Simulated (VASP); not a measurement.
Data:

```
MoS2
1.0
    1.59242    -2.75816     0.00000
    1.59242     2.75816     0.00000
    0.00000     0.00000    13.94672
Mo S
2 4
Direct
  0.33333   0.66667   0.25000
  0.66667   0.33333   0.75000
  0.33333   0.66667   0.86200
  0.66667   0.33333   0.36200
  0.66667   0.33333   0.13800
  0.33333   0.66667   0.63800
```

Method: PBE GGA, VASP's PBE PAW potentials (set 64) (plane waves; VASP 6.6.1). Numerical set-up: 520 eV cut-off, Gaussian smearing of 0.050 eV, potentials Mo_sv S.

Without a dispersion term in the relaxation, distances and binding between the weakly bound layers, chains or molecules are unreliable, and so is what depends on them.

**Question.** Give the energies of bands 17 to 30 at the high-symmetry points, in eV from the valence-band maximum.

**Answer.** 
```csv
band,Γ,M,K,A,L,H
17,-2.92,-4.47,-4.39,-2.92,-4.38,-4.37
18,-2.92,-4.30,-4.34,-2.92,-4.38,-4.37
19,-2.54,-3.48,-3.88,-2.12,-3.47,-3.89
20,-1.82,-3.46,-3.88,-2.12,-3.47,-3.89
21,-1.82,-2.22,-3.19,-1.82,-2.20,-3.17
22,-1.82,-2.17,-3.19,-1.82,-2.20,-3.17
23,-1.82,-1.31,-2.47,-1.82,-1.30,-2.48
24,-1.58,-1.28,-2.47,-1.82,-1.30,-2.48
25,-0.58,-0.96,-0.35,-0.22,-0.95,-0.33
26,0.00,-0.94,-0.31,-0.22,-0.95,-0.33
27,2.44,1.92,1.35,2.44,1.92,1.35
28,2.44,1.93,1.35,2.44,1.92,1.35
29,2.44,2.38,2.58,2.44,2.43,2.74
30,2.45,2.48,2.92,2.44,2.43,2.74
```

The gap is indirect, 1.35 eV, from the valence maximum at Γ to the conduction minimum at K.

Measured: gap 1.29 eV (computed value off by +0.06 eV), as given by Wei Chen et al., Physical Review Materials (2018), doi:10.1103/physrevmaterials.2.073803.

The compound is MoS2 in the 2H layered structure. It was relaxed first, which changed the volume by +15 %.
